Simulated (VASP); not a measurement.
# Rh3S4 (Im-3m) in VASP: single point with LDA

Aim: the single point of Rh3S4 with LDA.

All numbers are computed with VASP 6.6.1; they aren't measurements. Logs are shortened: lines on timing, memory, paths and dates and some standing lists are left out, and cuts for length are marked.

## (1) Starting point

The structure is cubic, space group Im-3m (No. 229). The conventional cell has a = 7.194 Å, b = 7.194 Å, c = 7.194 Å, α = 90.00°, β = 90.00°, γ = 90.00°. S (site symmetry -3m) is surrounded by 6 Rh at 3.11 Å. Rh (site symmetry 4/mmm) is surrounded by 8 S at 3.11 Å.

The cell was built by a generator and needn't be a form met in nature.

## (2) Single point, LDA

Input file INCAR:

```
PREC     = Accurate       # precision mode
ENCUT    = 520            # plane-wave cutoff, eV
EDIFF    = 1E-6           # SCF threshold, eV
ISMEAR   = -1             # smearing method
SIGMA    = 0.1386         # smearing width, eV
LREAL    = False          # projectors in reciprocal space
LASPH    = True           # aspherical terms in the spheres
NELM     = 100            # most SCF steps
ALGO     = Fast           # electronic algorithm
ISIF     = 2              # what is computed and relaxed
LWAVE    = False          # write WAVECAR
LCHARG   = False          # write CHGCAR
GGA      = CA             # functional
NBANDS   = 44             # bands
```

Input file KPOINTS:

```
regular mesh
0
Gamma
  7 7 7
```

Input file POSCAR:

```
Rh3S4
1.0
   -3.5967790100      3.5967790100      3.5967790100
    3.5967790100     -3.5967790100      3.5967790100
    3.5967790100      3.5967790100     -3.5967790100
S Rh
4 3
Direct
    0.5000000000      0.5000000000      0.5000000000
    0.0000000000      0.0000000000      0.5000000000
    0.5000000000      0.0000000000      0.0000000000
    0.0000000000      0.5000000000      0.0000000000
    0.0000000000      0.5000000000      0.5000000000
    0.5000000000      0.0000000000      0.5000000000
    0.5000000000      0.5000000000      0.0000000000
```

Potentials or basis: VASP PAW LDA potentials, release 64 (S, Rh_pv).

Run with:

```
cat potpaw_LDA.64/S/POTCAR potpaw_LDA.64/Rh_pv/POTCAR > POTCAR
mpirun -np 1 vasp_std > vasp.out
```

OUTCAR:

```text
PREC = Accurate
   ENCUT = 520
   EDIFF = 1E-6
   ISMEAR = -1
   LREAL = False
   LASPH = True
   NELM = 100
   ISIF = 2
   GGA = CA

 ion  position               nearest neighbor table
   1  0.500  0.500  0.500-
   2  0.000  0.000  0.500-
   3  0.500  0.000  0.000-
   4  0.000  0.500  0.000-
   5  0.000  0.500  0.500-
   6  0.500  0.000  0.500-
   7  0.500  0.500  0.000-

  LATTYP: Found a body centered cubic cell.
 ALAT       =     7.1935580200

  Lattice vectors:

 A1 = (  -3.5967790100,   3.5967790100,   3.5967790100)
 A2 = (   3.5967790100,  -3.5967790100,   3.5967790100)
 A3 = (   3.5967790100,   3.5967790100,  -3.5967790100)

Analysis of symmetry for initial positions (statically):
=====================================================================
 Subroutine PRICEL returns:
 Original cell was already a primitive cell.

 Routine SETGRP: Setting up the symmetry group for a
 body centered cubic supercell.

 Subroutine GETGRP returns: Found 48 space group operations
 (whereof 48 operations were pure point group operations)
 out of a pool of 48 trial point group operations.

The static configuration has the point symmetry O_h .

Analysis of symmetry for dynamics (positions and initial velocities):
=====================================================================
 Subroutine PRICEL returns:
 Original cell was already a primitive cell.

 Routine SETGRP: Setting up the symmetry group for a
 body centered cubic supercell.

 Subroutine GETGRP returns: Found 48 space group operations
 (whereof 48 operations were pure point group operations)
 out of a pool of 48 trial point group operations.

The dynamic configuration has the point symmetry O_h .

 Subroutine INISYM returns: Found 48 space group operations
 (whereof 48 operations are pure point group operations),
 and found     1 'primitive' translations

----------------------------------------------------------------------------------------

                                     Primitive cell

  volume of cell :     186.1235

  direct lattice vectors                    reciprocal lattice vectors
    -3.596779010  3.596779010  3.596779010     0.000000000  0.139013267  0.139013267
     3.596779010 -3.596779010  3.596779010     0.139013267  0.000000000  0.139013267
     3.596779010  3.596779010 -3.596779010     0.139013267  0.139013267  0.000000000

  length of vectors
     6.229803989  6.229803989  6.229803989     0.196594447  0.196594447  0.196594447

  position of ions in fractional coordinates (direct lattice)
     0.500000000  0.500000000  0.500000000
     0.000000000  0.000000000  0.500000000
     0.500000000  0.000000000  0.000000000
     0.000000000  0.500000000  0.000000000
     0.000000000  0.500000000  0.500000000
     0.500000000  0.000000000  0.500000000
     0.500000000  0.500000000  0.000000000

  ion indices of the primitive-cell ions
   primitive index   ion index
                 1           1
                 2           2
                 3           3
                 4           4
                 5           5
                 6           6
                 7           7

----------------------------------------------------------------------------------------

 KPOINTS: regular mesh

Automatic generation of k-mesh.
 Grid dimensions read from file:
 generate k-points for:    7    7    7

 Generating k-lattice:

  Cartesian coordinates                     Fractional coordinates (reciprocal lattice)
     0.000000000  0.019859038  0.019859038     0.142857143  0.000000000  0.000000000
     0.019859038  0.000000000  0.019859038     0.000000000  0.142857143  0.000000000
     0.019859038  0.019859038  0.000000000     0.000000000  0.000000000  0.142857143

  Length of vectors
     0.028084921  0.028084921  0.028084921

  Shift w.r.t. Gamma in fractional coordinates (k-lattice)
     0.000000000  0.000000000  0.000000000

 Subroutine IBZKPT returns following result:
 ===========================================

 Found     20 irreducible k-points:

 Following reciprocal coordinates:
            Coordinates               Weight
  0.000000  0.000000  0.000000      1.000000
  0.142857  0.000000  0.000000     12.000000
  0.285714  0.000000  0.000000     12.000000
  0.428571  0.000000  0.000000     12.000000
  0.142857  0.142857  0.000000     24.000000
  0.285714  0.142857  0.000000     48.000000
[... 12 lines left out ...]
 -0.428571 -0.428571  0.285714      8.000000
 -0.428571  0.428571  0.428571      6.000000
   k-points           NKPTS =     20   k-points in BZ     NKDIM =     20   number of bands    NBANDS=     44
   number of dos      NEDOS =    301   number of ions     NIONS =      7
   total plane-waves  NPLWV = 110592
   dimension x,y,z NGX =    48 NGY =   48 NGZ =   48
   dimension x,y,z NGXF=    96 NGYF=   96 NGZF=   96
   ions per type =               4   3
   NGX,Y,Z   is equivalent  to a cutoff of  12.81, 12.81, 12.81 a.u.
   NGXF,Y,Z  is equivalent  to a cutoff of  25.62, 25.62, 25.62 a.u.
 SYSTEM =  unknown system
   PREC   = accura    normal or accurate (medium, high low for compatibility)
   ISTART =      0    job   : 0-new  1-cont  2-samecut
   ICHARG =      2    charge: 1-file 2-atom 10-const
   ISPIN  =      1    spin polarized calculation?
   LNONCOLLINEAR =      F non collinear calculations
   LSORBIT =      F    spin-orbit coupling
   LASPH  =      T    aspherical Exc in radial PAW
   ENCUT  =  520.0 eV  38.22 Ry    6.18 a.u.  11.58 11.58 11.58*2*pi/ulx,y,z
   NELM   =    100;   NELMIN=  2; NELMDL= -5     # of ELM steps
   EDIFF  = 0.1E-05   stopping-criterion for ELM
   LREAL  =      F    real-space projection
   EDIFFG = 0.1E-04   stopping-criterion for IOM
   NSW    =      0    number of steps for IOM
   IBRION =     -1    ionic relax: 0-MD 1-quasi-New 2-CG
   NFREE  =      0    steps in history (QN), initial steepest desc. (CG)
   ISIF   =      2    stress and relaxation
   ISYM   =      2    0-nonsym 1-usesym 2-fastsym
   POTIM  = 0.5000    time-step for ionic-motion
   TEBEG  =    0.0;   TEEND  =   0.0 temperature during run
   PSTRESS=    0.0 pullay stress
   NELECT =      69.0000    total number of electrons
   NUPDOWN=      -1.0000    fix difference up-down
   EMIN   =  10.00;   EMAX   =-10.00  energy-range for DOS
   EFERMI =   0.00;   METHOD = LEGACY
   ISMEAR =    -1;   SIGMA  =   0.14  broadening in eV -4-tet -1-fermi 0-gaus
   EFERMI_NEDOS =   21; number of points for ismear=-14 and -15
   IALGO  =     68    algorithm
   IMIX   =      4    mixing-type and parameters
     AMIX     =   0.40;   BMIX     =  1.00
     AMIX_MAG =   1.60;   BMIX_MAG =  1.00
  volume/ion in A,a.u.               =      26.59       179.43
  Fermi-wavevector in a.u.,A,eV,Ry     =   1.176045  2.222404 18.817986  1.383083
  Thomas-Fermi vector in A             =   2.312416
   LORBIT       =      0    0 simple, 1 ext, 2 COOP (PROOUT), +10 PAW based schemes
   GGA     = CA    functional components
   LHFCALC =     F    Hartree Fock is set to
   AEXX    =    0.0000 exact exchange contribution
   IVDW    =     0    specifies the selected vdW correction
   LEPSILON=     F    determine dielectric tensor
   LRPA    =     F    only Hartree local field effects (RPA)
 non-spin polarized calculation
 RMM-DIIS sequential band-by-band and
  energy-cutoff  :      520.00
  volume of cell :      186.12
 maximum number of plane-waves:      5033
   NGX = 23   NGY = 23   NGZ = 23

 number of electron      68.9999984 magnetization

 Free energy of the ion-electron system (eV)
  ---------------------------------------------------
  ext. energy  EPLUGINS =         0.00000000
  ---------------------------------------------------
  free energy    TOTEN  =       -32.71560766 eV

  energy without entropy =      -31.85859108  energy(sigma->0) =      -32.28709937

 E-fermi :   2.0620     XC(G=0):  -9.5760

 val. band max:        2.0503212754   @ k =  -0.1429   0.1429   0.1429
 cond. band min:       2.0742174309   @ k =   0.2857   0.1429   0.0000
 fundamental gap:      0.0238961555
 Fermi energy:         2.0620360735

 k-point     1 :       0.0000    0.0000    0.0000
  band No.  band energies     occupation
      1     -43.1461      2.00000
      2     -43.1461      2.00000
      3     -43.1461      2.00000
      4     -43.1340      2.00000
      5     -43.1340      2.00000
      6     -43.1340      2.00000
[... 36 lines left out ...]
     43       4.5435      0.00000
     44       8.0913      0.00000

 k-point     2 :       0.1429    0.0000    0.0000
  band No.  band energies     occupation
      1     -43.1461      2.00000
      2     -43.1455      2.00000
      3     -43.1455      2.00000
      4     -43.1343      2.00000
      5     -43.1343      2.00000
      6     -43.1340      2.00000
[... 36 lines left out ...]
     43       4.7668      0.00000
     44       8.2224      0.00000

 k-point     3 :       0.2857    0.0000    0.0000
  band No.  band energies     occupation
      1     -43.1461      2.00000
      2     -43.1437      2.00000
      3     -43.1437      2.00000
      4     -43.1358      2.00000
      5     -43.1358      2.00000
      6     -43.1338      2.00000
[... 36 lines left out ...]
     43       5.3926      0.00000
     44       8.5137      0.00000

 k-point     4 :       0.4286    0.0000    0.0000
  band No.  band energies     occupation
      1     -43.1461      2.00000
      2     -43.1411      2.00000
      3     -43.1411      2.00000
      4     -43.1383      2.00000
      5     -43.1383      2.00000
      6     -43.1335      2.00000
[... 694 lines left out ...]
     43       6.7436      0.00000
     44       7.2584      0.00000

 k-point    19 :      -0.4286   -0.4286    0.2857
  band No.  band energies     occupation
      1     -43.1456      2.00000
      2     -43.1455      2.00000
      3     -43.1455      2.00000
      4     -43.1339      2.00000
      5     -43.1339      2.00000
      6     -43.1338      2.00000
[... 36 lines left out ...]
     43       6.5526      0.00000
     44       7.2248      0.00000

 k-point    20 :      -0.4286    0.4286    0.4286
  band No.  band energies     occupation
      1     -43.1462      2.00000
      2     -43.1462      2.00000
      3     -43.1456      2.00000
      4     -43.1338      2.00000
      5     -43.1334      2.00000
      6     -43.1334      2.00000
[... 36 lines left out ...]
     43       6.5868      0.00000
     44       7.0557      0.00000

------------------------ aborting loop because EDIFF is reached ----------------------------------------

  FORCE on cell =-STRESS in cart. coord.  units (eV):
  Direction    XX          YY          ZZ          XY          YZ          ZX
  --------------------------------------------------------------------------------------
  -------------------------------------------------------------------------------------
  Total      -28.1006952    -28.1006952    -28.1006952     -0.0000000     -0.0000000      0.0000000
  in kB     -241.8947206   -241.8947206   -241.8947206     -0.0000000     -0.0000000      0.0000000
  external PRESSURE =    -241.8947206 kB  Pullay stress =       0.0000000 kB

 VOLUME and BASIS-vectors are now :
 -----------------------------------------------------------------------------
  energy-cutoff  :      520.00
  volume of cell :      186.12
      direct lattice vectors                 reciprocal lattice vectors
    -3.596779010  3.596779010  3.596779010     0.000000000  0.139013267  0.139013267
     3.596779010 -3.596779010  3.596779010     0.139013267  0.000000000  0.139013267
     3.596779010  3.596779010 -3.596779010     0.139013267  0.139013267  0.000000000

 POSITION                                       TOTAL-FORCE (eV/Angst)
 -----------------------------------------------------------------------------------
      1.79839      1.79839      1.79839        -0.000000      0.000000     -0.000000
      1.79839      1.79839     -1.79839        -0.000000      0.000000     -0.000000
     -1.79839      1.79839      1.79839        -0.000000      0.000000     -0.000000
      1.79839     -1.79839      1.79839         0.000000      0.000000      0.000000
      3.59678      0.00000      0.00000         0.000000     -0.000000      0.000000
      0.00000      3.59678      0.00000        -0.000000     -0.000000     -0.000000
      0.00000      0.00000      3.59678         0.000000     -0.000000     -0.000000
 -----------------------------------------------------------------------------------
    total drift:                                0.000000     -0.000000      0.000000

  FREE ENERGIE OF THE ION-ELECTRON SYSTEM (eV)
  ---------------------------------------------------
  free  energy   TOTEN  =       -32.7156076592 eV

  energy  without entropy=      -31.8585910753  energy(sigma->0) =      -32.28709937
```

It took 2.5 min on 1 thread of Intel Xeon Platinum 8259CL at 2.50GHz (Skylake/Cascade Lake), shared host; peak memory 0.32 GiB.

Results:

```
Free energy            : -32.7156 eV
Pressure               : -24.2 GPa
Band gap on the k mesh : none (metal or under the smearing width)
```

Caveat: so large a pressure means that the cell lies far from this level's equilibrium, or that cutoff or potentials fall short.
